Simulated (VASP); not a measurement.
Crystal: Si3N2.

```
Si N
1.0
    -1.36336    1.36336    7.01247
     1.36336   -1.36336    7.01247
     1.36336    1.36336   -7.01247
Si N
3 2
Cartesian
  0.0000 0.0000 7.0125
  0.0000 0.0000 4.6226
  0.0000 0.0000 9.4023
  0.0000 0.0000 2.6734
  0.0000 0.0000 11.3515
```

The cell was built by a generator and needn't be a form met in nature.

| Quantity | Value |
| --- | --- |
| Program | VASP 6.6.1 |
| Task | single point |
| Functional | PBE |
| Potentials or basis | VASP PAW PBE potentials, release 64 (Si, N) |
| Cutoff | 520 eV |
| k mesh | 14 × 14 × 14 |
| Occupations | fermi-dirac, width 0.05 eV |
| Spin | no spin polarisation |

On this cell: pressure 0.2 GPa; largest force 0.041 eV/Å; band gap on the k mesh none (metal or under the smearing width).

The same run follows on a disturbed copy (atoms moved at random, drawn with an rms of 0.05 Å):

```
CELL_PARAMETERS angstrom
-1.36336 1.36336 7.01247
1.36336 -1.36336 7.01247
1.36336 1.36336 -7.01247
ATOMIC_POSITIONS crystal
Si 0.51085 0.50914 0.02678
Si 0.33129 0.31987 0.99540
Si 0.66712 0.67295 0.00424
N 0.19207 0.19403 0.00973
N 0.80054 0.81055 0.99701
```

Question: What does the disturbed cell give?

Answer: The energy (extrapolated to zero smearing) moves by +2.4 meV/atom; pressure 0.1 GPa; largest force 0.355 eV/Å; band gap on the k mesh none (metal or under the smearing width).

Forces on the atoms (eV/Å):
```
Si  -0.030 -0.074  0.264
Si   0.145 -0.099 -0.237
Si  -0.027  0.034  0.020
N   -0.062 -0.213 -0.081
N   -0.027  0.352  0.034
```

Stress tensor (GPa, compression positive):
```
 0.04 -0.20  0.54
-0.20 -0.03  0.76
 0.54  0.76  0.35
```
